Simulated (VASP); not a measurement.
OSZICAR of a VASP run on MgB2 (AlB2 type):

File OSZICAR:
```
       N       E                     dE             d eps       ncg     rms          rms(c)
DAV:   1     0.338635634401E+01    0.33864E+01   -0.39980E+03  2144   0.847E+02
DAV:   2    -0.189363753274E+02   -0.22323E+02   -0.21689E+02  2936   0.112E+02
DAV:   3    -0.191953484110E+02   -0.25897E+00   -0.25939E+00  2520   0.146E+01
DAV:   4    -0.191957555638E+02   -0.40715E-03   -0.41330E-03  3152   0.528E-01
DAV:   5    -0.191957557224E+02   -0.15861E-06   -0.21161E-06  2528   0.833E-03    0.534E+00
DAV:   6    -0.175730536516E+02    0.16227E+01   -0.27531E+00  2224   0.925E+00    0.243E+00
DAV:   7    -0.172988862100E+02    0.27417E+00   -0.14376E+00  2456   0.655E+00    0.690E-01
DAV:   8    -0.172926160064E+02    0.62702E-02   -0.12111E-01  2264   0.227E+00    0.390E-01
DAV:   9    -0.172860644297E+02    0.65516E-02   -0.22524E-02  2328   0.830E-01    0.508E-02
DAV:  10    -0.172862070215E+02   -0.14259E-03   -0.80798E-04  2952   0.201E-01    0.187E-02
DAV:  11    -0.172861627104E+02    0.44311E-04   -0.26613E-05  2312   0.366E-02    0.416E-03
DAV:  12    -0.172861860048E+02   -0.23294E-04   -0.60132E-06  2448   0.137E-02    0.884E-04
DAV:  13    -0.172861834227E+02    0.25821E-05   -0.10155E-07  2152   0.260E-03    0.265E-04
DAV:  14    -0.172861824057E+02    0.10171E-05   -0.13878E-08  1424   0.771E-04    0.301E-05
DAV:  15    -0.172861824073E+02   -0.16078E-08   -0.54149E-10  1248   0.215E-04
   1 F= -.17286182E+02 E0= -.17286182E+02  d E =0.000000E+00
```

Which electronic solver shows in the log?

It is blocked Davidson (ALGO = Normal, or the opening steps of other solvers). The INCAR had ALGO = Normal.

Can the final energy be trusted as converged?

Self-consistency was reached. It stopped with EDIFF = 1E-7, NELM = 100 (LDA (Ceperley-Alder, Perdew-Zunger), plane waves, VASP's LDA PAW potentials (set 64)).

The compound is MgB2 in the AlB2 type structure. It was relaxed first, which changed the volume by -6 %.
